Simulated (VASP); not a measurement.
Output of a VASP run:

### OSZICAR
```
       N       E                     dE             d eps       ncg     rms          rms(c)
DAV:   1     0.273333064030E+02    0.27333E+02   -0.35686E+03   792   0.766E+02
DAV:   2    -0.709386663850E+01   -0.34427E+02   -0.33160E+02  1112   0.140E+02
DAV:   3    -0.891824251001E+01   -0.18244E+01   -0.18034E+01   990   0.308E+01
DAV:   4    -0.893715003382E+01   -0.18908E-01   -0.18886E-01   952   0.381E+00
DAV:   5    -0.893741786735E+01   -0.26783E-03   -0.26781E-03   954   0.443E-01    0.646E+00
DAV:   6    -0.885047448769E+01    0.86943E-01   -0.11455E-01   886   0.218E+00    0.384E+00
DAV:   7    -0.883270041901E+01    0.17774E-01   -0.48734E-02   926   0.142E+00    0.110E+00
DAV:   8    -0.883138060060E+01    0.13198E-02   -0.43523E-03   930   0.481E-01    0.154E-01
DAV:   9    -0.883136609784E+01    0.14503E-04   -0.49896E-04   868   0.192E-01    0.855E-02
DAV:  10    -0.883137147445E+01   -0.53766E-05   -0.94876E-05   920   0.604E-02    0.225E-02
DAV:  11    -0.883137216404E+01   -0.68959E-06   -0.24264E-05   922   0.361E-02    0.547E-03
DAV:  12    -0.883137340335E+01   -0.12393E-05   -0.44148E-06   864   0.178E-02    0.836E-03
DAV:  13    -0.883137342501E+01   -0.21660E-07   -0.15202E-07   426   0.302E-03
   1 F= -.88313734E+01 E0= -.88286100E+01  d E =-.552684E-02  mag=     0.0000    -0.0000     0.0000
```

OUTCAR:
```
------------------------ aborting loop because EDIFF is reached ----------------------------------------
  FORCE on cell =-STRESS in cart. coord.  units (eV):
  Direction    XX          YY          ZZ          XY          YZ          ZX
  --------------------------------------------------------------------------------------
  Total        3.1035649      3.1035649      3.1035649      0.0000000     -0.0000000     -0.0000000
  in kB      116.0773873    116.0773873    116.0773873      0.0000000     -0.0000000     -0.0000000
  external PRESSURE =     116.0773873 kB  Pullay stress =       0.0000000 kB
  volume of cell :       42.84
      direct lattice vectors                 reciprocal lattice vectors
     0.000000000  2.777141000  2.777141000    -0.180041273  0.180041273  0.180041273
     2.777141000  0.000000000  2.777141000     0.180041273 -0.180041273  0.180041273
     2.777141000  2.777141000  0.000000000     0.180041273  0.180041273 -0.180041273
 POSITION                                       TOTAL-FORCE (eV/Angst)
 -----------------------------------------------------------------------------------
      1.38857      1.38857      1.38857         0.000000      0.000000      0.000000
      0.00000      0.00000      0.00000        -0.000000     -0.000000     -0.000000
 -----------------------------------------------------------------------------------
    total drift:                               -0.000000     -0.000000     -0.000000
  FREE ENERGIE OF THE ION-ELECTRON SYSTEM (eV)
  ---------------------------------------------------
  free  energy   TOTEN  =        -8.8313734250 eV

  energy  without entropy=       -8.8258465833  energy(sigma->0) =       -8.82861000

 Ion:    1  E_soc:     -0.0011446

 Ion:    2  E_soc:     -0.0252644
```
(Selected blocks of OUTCAR.)

POSCAR:
```
AsP
1
    0.0000000000     2.7771410000     2.7771410000
    2.7771410000     0.0000000000     2.7771410000
    2.7771410000     2.7771410000     0.0000000000
P As
1 1
Direct
  0.2500000000   0.2500000000   0.2500000000
  0.0000000000   0.0000000000   0.0000000000
```

Task: Reconstruct the remaining input files.

Result: One answer among several that fit: the input of the run itself, PBE GGA with spin-orbit coupling, plane waves, VASP's PBE PAW potentials (set 64).

**KPOINTS**
```
Automatic
0
G
6 6 6
```

### INCAR
```
SYSTEM = AsP
PREC = Accurate; ENCUT = 400; LREAL = F
LASPH = T
EDIFF = 1E-6; NELM = 100; ALGO = Normal
LMAXMIX = 4
ISMEAR = 0; SIGMA = 0.05
GGA = PE; GGA_COMPAT = F
MAGMOM = 0 0 0 0 0 0
LSORBIT = T
ISIF = 2
LWAVE = F; LCHARG = F
```

POTCAR, in this order: P As (PBE.64 set). Program: vasp_ncl.

The structure was generated: AsP was put into the zincblende type (F-43m), which need not be its known phase. The cell was not relaxed at this level. The k-mesh is coarse (spacing up to 0.33 per Å, 2π included), so the numbers may not be converged in it.
